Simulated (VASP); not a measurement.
Method: PBEsol GGA, VASP's PBE PAW potentials (set 64) (plane waves; VASP 6.6.1).

A VASP calculation is set up with these files.

**POSCAR**
```
AuAl2(110) slab
1.0
  4.2385241058   0.0000000000   0.0000000000
  0.0000000000   5.9941778328   0.0000000000
  0.0000000000   0.0000000000  27.7010159004
Al Au
12 6
Cartesian
  2.1192620529   1.4985444582   8.5523562471
  0.0000000000   1.4985444582  10.6716224685
  0.0000000000   4.4956333746  10.6716224685
  2.1192620529   4.4956333746   8.5523562471
  2.1192620529   1.4985444582  12.7908886900
  0.0000000000   1.4985444582  14.9101272104
  0.0000000000   4.4956333746  14.9101272104
  2.1192620529   4.4956333746  12.7908886900
  2.1192620529   1.4985444582  17.0293934319
  0.0000000000   1.4985444582  19.1486596533
  0.0000000000   4.4956333746  19.1486596533
  2.1192620529   4.4956333746  17.0293934319
  0.0000000000   0.0000000000   8.5523562471
  2.1192620529   2.9970889164  10.6716224685
  0.0000000000   0.0000000000  12.7908886900
  2.1192620529   2.9970889164  14.9101272104
  0.0000000000   0.0000000000  17.0293934319
  2.1192620529   2.9970889164  19.1486596533
```

INCAR:
```
SYSTEM=AuAl2(110) slab
PREC=Normal; ENCUT=400; LREAL=Auto
LASPH=.TRUE.
EDIFF=1E-5; NELM=100; NELMIN=4
ALGO=Normal; LMAXMIX=6
ISMEAR=1; SIGMA=0.1
GGA=PS
IBRION=2; NSW=50; ISIF=2
EDIFFG=-0.03
LWAVE=.TRUE.; LCHARG=.FALSE.
DIPOL=0.5 0.5 0.5
LDIPOL=.TRUE.; IDIPOL=3
```

### KPOINTS
```
Automatic mesh
0
G
7 5 1
0 0 0
```

POTCAR, in this order: Al Au (PBE.64 set). Program: vasp_std.

What VASP printed:

**OUTCAR**
```
 ion  position               nearest neighbor table
   1  0.500  0.250  0.309-  13 2.60  13 2.60  14 2.60   4 3.00   4 3.00   2 3.00   2 3.00
   2  0.000  0.250  0.385-  14 2.60  14 2.60  15 2.60  13 2.60   3 3.00   3 3.00   5 3.00   5 3.00
                             1 3.00   1 3.00
   3  0.000  0.750  0.385-  14 2.60  14 2.60  15 2.60  13 2.60   2 3.00   2 3.00   8 3.00   8 3.00
                             4 3.00   4 3.00
   4  0.500  0.750  0.309-  13 2.60  13 2.60  14 2.60   1 3.00   1 3.00   3 3.00   3 3.00
   5  0.500  0.250  0.462-  16 2.60  15 2.60  15 2.60  14 2.60   6 3.00   6 3.00   8 3.00   8 3.00
                             2 3.00   2 3.00
   6  0.000  0.250  0.538-  15 2.60  16 2.60  16 2.60  17 2.60   5 3.00   5 3.00   7 3.00   7 3.00
                             9 3.00   9 3.00
   7  0.000  0.750  0.538-  15 2.60  16 2.60  16 2.60  17 2.60   8 3.00   8 3.00   6 3.00   6 3.00
                            12 3.00  12 3.00
   8  0.500  0.750  0.462-  16 2.60  15 2.60  15 2.60  14 2.60   7 3.00   7 3.00   5 3.00   5 3.00
                             3 3.00   3 3.00
   9  0.500  0.250  0.615-  17 2.60  17 2.60  16 2.60  18 2.60  12 3.00  12 3.00   6 3.00   6 3.00
                            10 3.00  10 3.00
  10  0.000  0.250  0.691-  18 2.60  18 2.60  17 2.60  11 3.00  11 3.00   9 3.00   9 3.00
  11  0.000  0.750  0.691-  18 2.60  18 2.60  17 2.60  10 3.00  10 3.00  12 3.00  12 3.00
  12  0.500  0.750  0.615-  17 2.60  17 2.60  16 2.60  18 2.60   9 3.00   9 3.00   7 3.00   7 3.00
                            11 3.00  11 3.00
  13  0.000  0.000  0.309-   1 2.60   4 2.60   1 2.60   4 2.60   3 2.60   2 2.60
  14  0.500  0.500  0.385-   2 2.60   3 2.60   2 2.60   3 2.60   5 2.60   8 2.60   1 2.60   4 2.60
  LATTYP: Found a simple orthorhombic cell.
 ALAT       =     4.2385241058
...
```

**OSZICAR**
```
       N       E                     dE             d eps       ncg     rms          rms(c)
DAV:   1     0.528989027000E+03    0.52899E+03   -0.33834E+04  1464   0.108E+03
DAV:   2    -0.374349901015E+02   -0.56642E+03   -0.54460E+03  1871   0.221E+02
DAV:   3    -0.831748451086E+02   -0.45740E+02   -0.44889E+02  1771   0.605E+01
DAV:   4    -0.846436127108E+02   -0.14688E+01   -0.14615E+01  1928   0.114E+01
DAV:   5    -0.846908826235E+02   -0.47270E-01   -0.47228E-01  1992   0.210E+00    0.220E+01
DAV:   6    -0.773635445785E+02    0.73273E+01   -0.53486E+01  1649   0.341E+01    0.922E+00
DAV:   7    -0.768747839079E+02    0.48876E+00   -0.46078E+00  1660   0.121E+01    0.493E+00
DAV:   8    -0.767378360908E+02    0.13695E+00   -0.14951E+00  1603   0.591E+00    0.154E+00
DAV:   9    -0.766327096301E+02    0.10513E+00   -0.54094E-01  1672   0.406E+00    0.872E-01
DAV:  10    -0.766324069057E+02    0.30272E-03   -0.11973E-01  1787   0.169E+00    0.748E-01
DAV:  11    -0.766321208981E+02    0.28601E-03   -0.80546E-03  1862   0.336E-01    0.631E-01
DAV:  12    -0.766304658866E+02    0.16550E-02   -0.14892E-02  1619   0.622E-01    0.178E-01
DAV:  13    -0.766302418577E+02    0.22403E-03   -0.14242E-03  1710   0.282E-01    0.830E-02
DAV:  14    -0.766303644560E+02   -0.12260E-03   -0.55359E-04  1744   0.110E-01    0.371E-02
DAV:  15    -0.766305433099E+02   -0.17885E-03   -0.14383E-04  1649   0.614E-02    0.439E-02
DAV:  16    -0.766306193163E+02   -0.76006E-04   -0.60126E-05  1536   0.411E-02    0.172E-02
DAV:  17    -0.766307734509E+02   -0.15413E-03   -0.50466E-05  1274   0.246E-02    0.146E-02
DAV:  18    -0.766308187739E+02   -0.45323E-04   -0.16588E-05  1068   0.136E-02    0.640E-03
DAV:  19    -0.766308523985E+02   -0.33625E-04   -0.10471E-05  1039   0.155E-02    0.473E-03
DAV:  20    -0.766308627069E+02   -0.10308E-04   -0.10531E-06   882   0.579E-03    0.192E-03
DAV:  21    -0.766308830523E+02   -0.20345E-04   -0.11976E-06   896   0.264E-03    0.236E-03
DAV:  22    -0.766308965266E+02   -0.13474E-04   -0.83768E-07   893   0.309E-03    0.102E-03
DAV:  23    -0.766309045208E+02   -0.79943E-05   -0.28582E-07   872   0.216E-03
   1 F= -.76630905E+02 E0= -.76629724E+02  d E =-.766309E+02
       N       E                     dE             d eps       ncg     rms          rms(c)
DAV:   1    -0.766360253408E+02   -0.51288E-02   -0.13400E+00  1469   0.343E+00    0.110E-01
DAV:   2    -0.766374014427E+02   -0.13761E-02   -0.16003E-02  1776   0.547E-01    0.921E-02
DAV:   3    -0.766372764707E+02    0.12497E-03   -0.57008E-04  1756   0.101E-01    0.662E-02
DAV:   4    -0.766371644891E+02    0.11198E-03   -0.37941E-04  1651   0.743E-02    0.175E-02
DAV:   5    -0.766371567050E+02    0.77841E-05   -0.72158E-05  1451   0.441E-02
   2 F= -.76637157E+02 E0= -.76636183E+02  d E =-.625218E-02
       N       E                     dE             d eps       ncg     rms          rms(c)
DAV:   1    -0.766388528980E+02   -0.16884E-02   -0.17067E+00  1464   0.388E+00    0.126E-01
DAV:   2    -0.766406277829E+02   -0.17749E-02   -0.20527E-02  1768   0.620E-01    0.104E-01
DAV:   3    -0.766404720371E+02    0.15575E-03   -0.73821E-04  1766   0.116E-01    0.742E-02
DAV:   4    -0.766403329725E+02    0.13906E-03   -0.46367E-04  1656   0.824E-02    0.200E-02
DAV:   5    -0.766403226966E+02    0.10276E-04   -0.93373E-05  1555   0.495E-02    0.105E-02
DAV:   6    -0.766403208413E+02    0.18552E-05   -0.11895E-05   977   0.155E-02
   3 F= -.76640321E+02 E0= -.76639603E+02  d E =-.941632E-02
       N       E                     dE             d eps       ncg     rms          rms(c)
DAV:   1    -0.766403554043E+02   -0.32708E-04   -0.10880E-01  1489   0.983E-01    0.313E-02
DAV:   2    -0.766404688849E+02   -0.11348E-03   -0.13036E-03  1760   0.156E-01    0.262E-02
DAV:   3    -0.766404586006E+02    0.10284E-04   -0.43979E-05  1463   0.283E-02    0.188E-02
DAV:   4    -0.766404500300E+02    0.85706E-05   -0.33552E-05  1281   0.226E-02
   4 F= -.76640450E+02 E0= -.76639802E+02  d E =-.954551E-02
       N       E                     dE             d eps       ncg     rms          rms(c)
DAV:   1    -0.766417156066E+02   -0.12570E-02   -0.80256E-02  1484   0.955E-01    0.476E-02
DAV:   2    -0.766417877787E+02   -0.72172E-04   -0.12309E-03  1712   0.155E-01    0.304E-02
DAV:   3    -0.766417731471E+02    0.14632E-04   -0.71118E-05  1779   0.469E-02    0.151E-02
DAV:   4    -0.766417699750E+02    0.31721E-05   -0.24496E-05  1115   0.244E-02
   5 F= -.76641770E+02 E0= -.76641185E+02  d E =-.131995E-02
       N       E                     dE             d eps       ncg     rms          rms(c)
DAV:   1    -0.766428512007E+02   -0.10781E-02   -0.52054E-01  1479   0.243E+00    0.122E-01
DAV:   2    -0.766433017132E+02   -0.45051E-03   -0.78650E-03  1720   0.393E-01    0.789E-02
DAV:   3    -0.766432006333E+02    0.10108E-03   -0.46826E-04  1790   0.121E-01    0.389E-02
DAV:   4    -0.766431818222E+02    0.18811E-04   -0.19153E-04  1670   0.623E-02    0.138E-02
DAV:   5    -0.766431782154E+02    0.36068E-05   -0.36866E-05  1217   0.251E-02
   6 F= -.76643178E+02 E0= -.76642709E+02  d E =-.272819E-02
```

**OUTCAR**
```
------------------------ aborting loop because EDIFF is reached ----------------------------------------
  FORCE on cell =-STRESS in cart. coord.  units (eV):
  Direction    XX          YY          ZZ          XY          YZ          ZX
  --------------------------------------------------------------------------------------
  Total       -5.6059420     -3.4990468      0.2109378      0.0000000      0.0000000      0.0000000
  in kB      -12.7620136     -7.9656341      0.4802032      0.0000000      0.0000000      0.0000000
  external PRESSURE =      -6.7491482 kB  Pullay stress =       0.0000000 kB
  volume of cell :      703.78
      direct lattice vectors                 reciprocal lattice vectors
     4.238524106  0.000000000  0.000000000     0.235931181  0.000000000  0.000000000
     0.000000000  5.994177833  0.000000000     0.000000000  0.166828551  0.000000000
     0.000000000  0.000000000 27.701015900     0.000000000  0.000000000  0.036099759
 POSITION                                       TOTAL-FORCE (eV/Angst)
 -----------------------------------------------------------------------------------
      2.11926      1.51267      8.53189         0.000000      0.004823     -0.009714
      0.00000      1.49971     10.66955        -0.000000     -0.003350     -0.014124
      0.00000      4.49447     10.66955         0.000000      0.003350     -0.014124
      2.11926      4.48150      8.53189        -0.000000     -0.004823     -0.009714
      2.11926      1.49953     12.80036        -0.000000      0.006384     -0.001802
      0.00000      1.49756     14.90066        -0.000000     -0.006384      0.001802
      0.00000      4.49662     14.90066        -0.000000      0.006384      0.001802
      2.11926      4.49465     12.80036         0.000000     -0.006384     -0.001802
      2.11926      1.49738     17.03147        -0.000000      0.003350      0.014124
      0.00000      1.48442     19.16913        -0.000000     -0.004823      0.009714
      0.00000      4.50976     19.16913        -0.000000      0.004823      0.009714
      2.11926      4.49679     17.03147        -0.000000     -0.003350      0.014124
      0.00000      0.00000      8.58118        -0.000000     -0.000000     -0.003995
      2.11926      2.99709     10.68060        -0.000000     -0.000000      0.024600
      0.00000      0.00000     12.78279        -0.000000     -0.000000      0.020133
      2.11926      2.99709     14.91823        -0.000000     -0.000000     -0.020133
      0.00000      0.00000     17.02041        -0.000000     -0.000000     -0.024600
      2.11926      2.99709     19.11984        -0.000000     -0.000000      0.003995
 -----------------------------------------------------------------------------------
    total drift:                                0.000000     -0.000000      0.000000
  FREE ENERGIE OF THE ION-ELECTRON SYSTEM (eV)
  ---------------------------------------------------
  free  energy   TOTEN  =       -76.6431782154 eV

  energy  without entropy=      -76.6417719595  energy(sigma->0) =      -76.64270946

 reached required accuracy - stopping structural energy minimisation
```
(Selected blocks of OUTCAR.)

**CONTCAR**
```
AuAl2(110) slab
   1.00000000000000
     4.2385241057999998    0.0000000000000000    0.0000000000000000
     0.0000000000000000    5.9941778328000002    0.0000000000000000
     0.0000000000000000    0.0000000000000000   27.7010159004000016
  Al              Au
    12     6
Direct
     0.5000000000000000    0.2523571494783016    0.3079990736582853
     0.0000000000000000    0.2501937115622836    0.3851680953691330
     0.0000000000000000    0.7498062884377165    0.3851680953691330
     0.5000000000000000    0.7476428505216984    0.3079990736582853
     0.5000000000000000    0.2501645639823274    0.4620897962182788
     0.0000000000000000    0.2498354360176726    0.5379102037817213
     0.0000000000000000    0.7501645639823274    0.5379102037817213
     0.5000000000000000    0.7498354360176726    0.4620897962182788
     0.5000000000000000    0.2498062884377165    0.6148319046308669
     0.0000000000000000    0.2476428505216984    0.6920009263417147
     0.0000000000000000    0.7523571494783016    0.6920009263417147
     0.5000000000000000    0.7501937115622835    0.6148319046308669
     0.0000000000000000    0.0000000000000000    0.3097783610866913
     0.5000000000000000    0.5000000000000000    0.3855672435427615
     0.0000000000000000    0.0000000000000000    0.4614555984410997
     0.5000000000000000    0.5000000000000000    0.5385444015589003
     0.0000000000000000    0.0000000000000000    0.6144327564572386
     0.5000000000000000    0.5000000000000000    0.6902216389133086
```

The cell is a thin slab with vacuum, built from AuAl2 (fluorite): (110) face.
